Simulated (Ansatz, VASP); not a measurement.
# Cross-check of TaN between VASP and Ansatz, part 2 of 2

Aim: how closely do two programs agree when they are given the same cell, functional and k mesh? The cell is taken from a series of runs on this material, whose earlier steps may have relaxed, scaled, displaced or heated it; both programs get it as it stands.

VASP 6.6.1 and Ansatz 0.2.0.

So far: The structure; Ansatz: zone-centre phonons, PBEsol.

## 3. VASP: zone-centre phonons, PBEsol

Level of this step: PBEsol; plane waves and PAW (N, Ta_pv) (VASP).

The same cell, functional, mesh and smearing now go to VASP, with its own data sets.

Lines of VASP's logs that name or quote its potential files are left out, and so is its time.

INCAR reads:

```
SYSTEM = TaN
PREC = Accurate
ENCUT = 600
EDIFF = 1E-08
NELM = 120
ISMEAR = 1
SIGMA = 0.2
LREAL = .FALSE.
ALGO = Normal
GGA = PS
NBANDS = 14
LASPH = .TRUE.
LORBIT = 11
LWAVE = .FALSE.
LCHARG = .FALSE.
ISIF = 2
IBRION = 8
GGA_COMPAT = .FALSE.
KPAR = 2
```

POSCAR reads:

```
TaN
1.0
    2.9134240197      0.0000000000      0.0000000000
   -1.4567120098      2.5230992131      0.0000000000
    0.0000000000      0.0000000000      2.8622405578
N Ta
1 1
Direct
    0.6666666667      0.3333333333      0.0000000000
    0.0000000000      1.0000000000      0.5000000000
```

KPOINTS reads:

```
Automatic mesh
0
Gamma
18 18 16
0 0 0
```

Potentials, in the order of the species: N and Ta_pv (PBE family, release 64).

Command:

```console
$ mpirun -np 2 vasp_std
```

Numbers of over 12 decimals in the logs are rounded to 6 here.

What it wrote:

```text
[banner, memory and clock lines left out]
running    2 mpi-ranks, on    1 nodes
 distrk:  each k-point on    1 cores,    2 groups
 distr:  one band on    1 cores,    1 groups

 POSCAR found type information on POSCAR N Ta
 POSCAR found :  2 types and       2 ions
|                                                                             |
|               ----> ADVICE to this user running VASP <----                  |
|                                                                             |
|     You enforced a specific xc type in the INCAR file but a different       |
|     [... a line on the potential file left out ...]
|     I HOPE YOU KNOW WHAT YOU ARE DOING!                                     |
|                                                                             |

 LDA part: xc-table for (Slater+PW92), standard interpolation
 POSCAR, INCAR and KPOINTS ok, starting setup
 FFT: planning ... GRIDC
 FFT: planning ... GRID_SOFT
 FFT: planning ... GRID
 WAVECAR not read
 entering main loop
       N       E                     dE             d eps       ncg     rms          rms(c)
DAV:   1     0.103571549354E+03    0.10357E+03   -0.98330E+03  9340   0.134E+03
DAV:   2    -0.224165213881E+02   -0.12599E+03   -0.11933E+03 11226   0.347E+02
DAV:   3    -0.261031049850E+02   -0.36866E+01   -0.36596E+01 10836   0.584E+01
DAV:   4    -0.261228031849E+02   -0.19698E-01   -0.19695E-01 10896   0.448E+00
DAV:   5    -0.261229180487E+02   -0.11486E-03   -0.11486E-03 11196   0.332E-01    0.249E+01
DAV:   6    -0.239239243567E+02    0.21990E+01   -0.38842E+00 11216   0.247E+01    0.106E+01
DAV:   7    -0.238396918118E+02    0.84233E-01   -0.36956E-01 11736   0.621E+00    0.729E+00
DAV:   8    -0.238089682452E+02    0.30724E-01   -0.12399E-01 12570   0.339E+00    0.153E+00
DAV:   9    -0.238039459689E+02    0.50223E-02   -0.10821E-02 10428   0.952E-01    0.201E-01
DAV:  10    -0.238038618662E+02    0.84103E-04   -0.55335E-04 12828   0.290E-01    0.143E-01
DAV:  11    -0.238038221095E+02    0.39757E-04   -0.61815E-05 10530   0.826E-02    0.142E-02
DAV:  12    -0.238038221076E+02    0.19602E-08   -0.44886E-06 12306   0.199E-02    0.209E-03
DAV:  13    -0.238038220406E+02    0.66960E-07   -0.37161E-08 10506   0.197E-03    0.207E-03
DAV:  14    -0.238038219981E+02    0.42513E-07   -0.15870E-08 10646   0.127E-03    0.219E-04
DAV:  15    -0.238038219857E+02    0.12423E-07   -0.83096E-10  6090   0.327E-04    0.106E-04
DAV:  16    -0.238038219889E+02   -0.32489E-08   -0.11091E-10  6582   0.104E-04
   1 F= -.23803822E+02 E0= -.23803975E+02  d E =0.459796E-03
 Linear response reoptimize wavefunctions to high precision
DAV:   1    -0.238038219885E+02    0.43951E-09   -0.14200E-11  6186   0.519E-05
DAV:   2    -0.238038219885E+02    0.61391E-11   -0.16042E-12  6174   0.114E-05
 Linear response DOF=           4
 Linear response progress:
  Degree of freedom:   1/  4
       N       E                     dE             d eps       ncg     rms          rms(c)
RMM:   1    -0.232812832835E+00   -0.23281E+00    0.11093E-01 95683   0.288E+00
RMM:   2    -0.226409111538E+00    0.64037E-02   -0.30263E-03 69836   0.472E-01    0.180E-01
RMM:   3    -0.227248106694E+00   -0.83900E-03   -0.53633E-04 66532   0.154E-01    0.976E-02
RMM:   4    -0.228435104175E+00   -0.11870E-02   -0.29871E-04 67837   0.114E-01    0.252E-02
RMM:   5    -0.228488681192E+00   -0.53577E-04   -0.11847E-05 76526   0.272E-02    0.232E-03
RMM:   6    -0.228486536615E+00    0.21446E-05   -0.23136E-06 77426   0.530E-03    0.127E-03
RMM:   7    -0.228480563689E+00    0.59729E-05   -0.52671E-07 81762   0.179E-03    0.978E-04
RMM:   8    -0.228482376963E+00   -0.18133E-05   -0.16695E-07 80529   0.649E-04    0.243E-04
RMM:   9    -0.228479642566E+00    0.27344E-05   -0.38762E-08 73299   0.309E-04    0.255E-05
RMM:  10    -0.228479485139E+00    0.15743E-06   -0.70485E-09 85216   0.989E-05    0.216E-05
RMM:  11    -0.228479458305E+00    0.26834E-07   -0.81184E-09 82953   0.314E-05    0.811E-06
RMM:  12    -0.228479450861E+00    0.74432E-08   -0.36288E-09 79770   0.105E-05    0.224E-06
 first order change of Fermi-energy   0.29309E-04
 force on displaced ion       1 direction 1 : -14.175   0.001   0.000
 Linear response progress:
  Degree of freedom:   2/  4
       N       E                     dE             d eps       ncg     rms          rms(c)
RMM:   1    -0.237232078564E+00   -0.23723E+00    0.14943E-01 32757   0.297E+00
RMM:   2    -0.231248006468E+00    0.59841E-02   -0.38302E-03 25076   0.513E-01    0.150E-01
RMM:   3    -0.232060698102E+00   -0.81269E-03   -0.89659E-04 23703   0.183E-01    0.768E-02
RMM:   4    -0.233302797628E+00   -0.12421E-02   -0.40411E-04 24445   0.125E-01    0.226E-02
RMM:   5    -0.233428604766E+00   -0.12581E-03   -0.20404E-05 26117   0.362E-02    0.344E-03
RMM:   6    -0.233425064665E+00    0.35401E-05   -0.15728E-06 26555   0.839E-03    0.120E-03
RMM:   7    -0.233416371521E+00    0.86931E-05   -0.25661E-07 26518   0.272E-03    0.397E-04
RMM:   8    -0.233418147871E+00   -0.17764E-05   -0.17579E-08 28867   0.903E-04    0.161E-04
RMM:   9    -0.233417938962E+00    0.20891E-06   -0.83075E-09 28921   0.290E-04    0.352E-05
RMM:  10    -0.233417655573E+00    0.28339E-06   -0.25754E-09 29337   0.984E-05    0.137E-05
RMM:  11    -0.233417668253E+00   -0.12681E-07    0.18221E-10 29585   0.369E-05    0.288E-06
RMM:  12    -0.233417687877E+00   -0.19624E-07   -0.75369E-10 27815   0.141E-05    0.119E-06
RMM:  13    -0.233417690085E+00   -0.22086E-08   -0.55459E-10 21252   0.547E-06    0.348E-07
 first order change of Fermi-energy  -0.17011E-03
 force on displaced ion       1 direction 3 :   0.000   0.000 -15.505
 Linear response progress:
  Degree of freedom:   3/  4
       N       E                     dE             d eps       ncg     rms          rms(c)
RMM:   1    -0.132449470342E+00   -0.13245E+00    0.11607E+01 42181   0.251E+01
RMM:   2    -0.161300806525E+00   -0.28851E-01   -0.26292E-02 64765   0.150E+00    0.185E-01
RMM:   3    -0.159924818108E+00    0.13760E-02   -0.26463E-03 73784   0.333E-01    0.103E-01
RMM:   4    -0.158982945292E+00    0.94187E-03   -0.39262E-04 81615   0.126E-01    0.375E-02
RMM:   5    -0.158675595991E+00    0.30735E-03   -0.71858E-05 85173   0.334E-02    0.617E-03
RMM:   6    -0.158679523853E+00   -0.39279E-05   -0.88998E-06 81211   0.111E-02    0.210E-03
RMM:   7    -0.158681962697E+00   -0.24388E-05   -0.49728E-06 88769   0.358E-03    0.478E-04
RMM:   8    -0.158683760437E+00   -0.17977E-05   -0.24018E-06 88064   0.126E-03    0.217E-04
RMM:   9    -0.158684982605E+00   -0.12222E-05   -0.12951E-06 82928   0.582E-04    0.432E-05
RMM:  10    -0.158685212877E+00   -0.23027E-06   -0.44621E-07 86635   0.273E-04    0.195E-05
RMM:  11    -0.158685309427E+00   -0.96550E-07   -0.40223E-07 93671   0.125E-04    0.752E-06
RMM:  12    -0.158685298556E+00    0.10871E-07   -0.10797E-07 90762   0.638E-05    0.763E-06
RMM:  13    -0.158685308934E+00   -0.10378E-07   -0.13027E-07 83760   0.364E-05    0.828E-06
RMM:  14    -0.158685211028E+00    0.97907E-07   -0.39001E-08 75632   0.313E-05    0.306E-05
RMM:  15    -0.158685334882E+00   -0.12385E-06   -0.28645E-08 72316   0.264E-05    0.297E-06
RMM:  16    -0.158685345488E+00   -0.10606E-07   -0.13379E-09 83793   0.114E-05    0.824E-07
RMM:  17    -0.158685349298E+00   -0.38103E-08   -0.72301E-09 51101   0.598E-06    0.341E-07
 first order change of Fermi-energy  -0.59434E-04
 force on displaced ion       2 direction 1 : -14.172   0.000   0.000
 Linear response progress:
  Degree of freedom:   4/  4
       N       E                     dE             d eps       ncg     rms          rms(c)
RMM:   1    -0.151365950696E+00   -0.15137E+00    0.10095E+01 14970   0.244E+01
RMM:   2    -0.179989375816E+00   -0.28623E-01   -0.27711E-02 22263   0.151E+00    0.136E-01
RMM:   3    -0.179320570775E+00    0.66881E-03   -0.20612E-03 26255   0.294E-01    0.740E-02
RMM:   4    -0.178777478131E+00    0.54309E-03   -0.19754E-04 27475   0.994E-02    0.209E-02
RMM:   5    -0.178652176981E+00    0.12530E-03   -0.26133E-05 29494   0.279E-02    0.657E-03
RMM:   6    -0.178625322656E+00    0.26854E-04   -0.46205E-06 27404   0.102E-02    0.862E-04
RMM:   7    -0.178626915546E+00   -0.15929E-05   -0.12439E-06 30373   0.303E-03    0.397E-04
RMM:   8    -0.178628784196E+00   -0.18687E-05   -0.13721E-06 30944   0.117E-03    0.115E-04
RMM:   9    -0.178629420787E+00   -0.63659E-06   -0.10979E-06 29839   0.499E-04    0.490E-05
RMM:  10    -0.178629864982E+00   -0.44420E-06   -0.66815E-07 28324   0.294E-04    0.156E-05
RMM:  11    -0.178630161411E+00   -0.29643E-06   -0.41814E-07 31413   0.149E-04    0.759E-06
RMM:  12    -0.178630062211E+00    0.99201E-07   -0.24913E-07 28180   0.850E-05    0.413E-06
RMM:  13    -0.178630064670E+00   -0.24594E-08   -0.16677E-07 30048   0.469E-05    0.550E-06
RMM:  14    -0.178630040257E+00    0.24413E-07   -0.98009E-08 27803   0.305E-05    0.819E-06
RMM:  15    -0.178630035320E+00    0.49372E-08   -0.68067E-08 22184   0.186E-05    0.905E-06
 first order change of Fermi-energy  -0.89646E-03
 force on displaced ion       2 direction 3 :   0.000  -0.000 -15.507
 Linear response finished
```

OUTCAR, selected parts (step 3):

```text
ion  position               nearest neighbor table
   1  0.667  0.333  0.000-   2 2.21   2 2.21   2 2.21   2 2.21   2 2.21   2 2.21
   2  0.000  0.000  0.500-   1 2.21   1 2.21   1 2.21   1 2.21   1 2.21   1 2.21

  LATTYP: Found a hexagonal cell.
 ALAT       =     2.9134240197
 C/A-ratio  =     0.9824318528

 Subroutine GETGRP returns: Found 12 space group operations
 (whereof 12 operations were pure point group operations)

The static configuration has the point symmetry D_3h.

 Found    333 irreducible k-points:

   k-points           NKPTS =    333   k-points in BZ     NKDIM =    333   number of bands    NBANDS=     14

   dimension x,y,z NGX =    24 NGY =   24 NGZ =   24
   dimension x,y,z NGXF=    48 NGYF=   48 NGZF=   48

   ENCUT  =  600.0 eV  44.10 Ry    6.64 a.u.   5.82  5.82  5.72*2*pi/ulx,y,z

   NELECT =      16.0000    total number of electrons

 k-points in reciprocal lattice and weights: Automatic mesh
   0.00000000  0.00000000  0.00000000       0.000
   0.05555556  0.00000000  0.00000000       0.001
   0.11111111  0.00000000  0.00000000       0.001
   0.16666667  0.00000000  0.00000000       0.001
   0.22222222  0.00000000  0.00000000       0.001
   0.27777778  0.00000000  0.00000000       0.001
   0.33333333  0.00000000  0.00000000       0.001
   0.38888889  0.00000000  0.00000000       0.001
   0.44444444  0.00000000  0.00000000       0.001
[...]
0.33333333  0.27777778  0.50000000       0.002
   0.33333333  0.33333333  0.50000000       0.000

 average (electrostatic) potential at core
       1 -61.5201       2 -34.4825

  Total        0.5888032      0.5888032      0.6217057      0.0000000     -0.0000000      0.0000000
  in kB       44.8370009     44.8370009     47.3425076      0.0000000     -0.0000000      0.0000000
  external PRESSURE =      45.6721698 kB  Pullay stress =       0.0000000 kB

  energy-cutoff  :      600.00
  volume of cell :       21.04
      direct lattice vectors                 reciprocal lattice vectors
     2.913424020  0.000000000  0.000000000     0.343238744  0.198168981  0.000000000
    -1.456712010  2.523099213  0.000000000     0.000000000  0.396337962  0.000000000
     0.000000000  0.000000000  2.862240558     0.000000000  0.000000000  0.349376644

 POSITION                                       TOTAL-FORCE (eV/Angst)
 -----------------------------------------------------------------------------------
      1.45671      0.84103      0.00000        -0.000000     -0.000000      0.000000
      0.00000      0.00000      1.43112         0.000000      0.000000      0.000000
 -----------------------------------------------------------------------------------
    total drift:                               -0.000000      0.000000      0.000000

 Eigenvectors and eigenvalues of the dynamical matrix
 ----------------------------------------------------

   1 f  =   17.076186 THz   107.292839 2PiTHz  569.600242 cm-1    70.621398 meV
             X         Y         Z           dx          dy          dz
      1.456712  0.841033  0.000000     0.000000   -0.000000    0.963418
      0.000000  0.000000  1.431120    -0.000000   -0.000000   -0.268004

   2 f  =   16.327077 THz   102.586050 2PiTHz  544.612664 cm-1    67.523334 meV
             X         Y         Z           dx          dy          dz
      1.456712  0.841033  0.000000    -0.396740   -0.877947    0.000000
      0.000000  0.000000  1.431120     0.110349    0.244192   -0.000000

   3 f  =   16.327077 THz   102.586050 2PiTHz  544.612664 cm-1    67.523334 meV
             X         Y         Z           dx          dy          dz
      1.456712  0.841033  0.000000     0.877947   -0.396740    0.000000
      0.000000  0.000000  1.431120    -0.244192    0.110349   -0.000000

   4 f/i=    0.000246 THz     0.001544 2PiTHz    0.008197 cm-1     0.001016 meV
             X         Y         Z           dx          dy          dz
      1.456712  0.841033  0.000000    -0.000000   -0.000000    0.268004
      0.000000  0.000000  1.431120    -0.000000   -0.000000    0.963418

   5 f/i=    0.000387 THz     0.002433 2PiTHz    0.012915 cm-1     0.001601 meV
             X         Y         Z           dx          dy          dz
      1.456712  0.841033  0.000000    -0.235040   -0.128697   -0.000000
      0.000000  0.000000  1.431120    -0.845042   -0.462707   -0.000000

   6 f/i=    0.000387 THz     0.002433 2PiTHz    0.012915 cm-1     0.001601 meV
             X         Y         Z           dx          dy          dz
      1.456712  0.841033  0.000000    -0.128697    0.235040    0.000000
      0.000000  0.000000  1.431120    -0.462707    0.845042    0.000000

 ELASTIC MODULI CONTR FROM IONIC RELAXATION (kBar)
 Direction    XX          YY          ZZ          XY          YZ          ZX
 --------------------------------------------------------------------------------
 XX         -21.3744     21.3744      0.0000     -0.0000      0.0000      0.0000
 YY          21.3744    -21.3744      0.0000     -0.0000      0.0000     -0.0000
 ZZ           0.0000      0.0000     -0.0000      0.0000      0.0000      0.0000
 XY          -0.0000     -0.0000      0.0000    -21.3744      0.0000     -0.0000
 YZ           0.0000      0.0000      0.0000      0.0000      0.0000      0.0000
 ZX           0.0000     -0.0000      0.0000     -0.0000      0.0000     -0.0000
 --------------------------------------------------------------------------------
```

## 4. Comparison

Known differences besides the potentials themselves: the data sets hold 18 valence electrons in Ansatz (on its PAW soft_1 files) and 16 in VASP; the cutoff is 420 eV in Ansatz and 600 eV in VASP; Ansatz makes its cores anew for this functional, VASP keeps those of its PBE data sets. Total energies have different zeros and are not compared.

Both answers:

```
                  quantity  Ansatz   VASP  difference
optical mode 1 to 2 (cm⁻¹)   541.4  544.6     -0.60 %
     optical mode 3 (cm⁻¹)   566.8  569.6     -0.50 %
```

Modes are paired by rising frequency, not by their patterns, so a pair may set unlike modes beside each other; they are those without the splitting of longitudinal modes.

## 5. Outcome

| Item | Value |
| --- | --- |
| r.m.s. difference of the optical zone-centre modes, each program's sorted by frequency (zone-centre phonons, PBEsol) | 3.1 cm⁻¹ |
| difference in optical mode 1 to 2 (zone-centre phonons, PBEsol) | -0.6 % |

The r.m.s. difference of the optical zone-centre modes, each program's sorted by frequency is 3.1 cm⁻¹ (zone-centre phonons, PBEsol). The data sets hold unlike numbers of valence electrons (18 in Ansatz and 16 in VASP), so part of the differences comes from the potentials. Among the rows given in per cent, the largest difference of the zone-centre phonons, PBEsol pair is in optical mode 1 to 2, -0.6 %. Such differences can come from data sets, numerical settings and the points named under the comparisons, not from the functional's error against experiment.

[Lines on the potential files, build, host, timing and source positions are cut from VASP's logs without a mark.]

[Logs are printed without paths, hosts, clocks, repeated set-up lines and the standing remarks that a program may print on its own settings, such as how far it seeks lower states.]

[Hosts, paths, dates, database ids (printed as entryN), source tags and the programs' standing remarks are cut or masked in the printed files.]
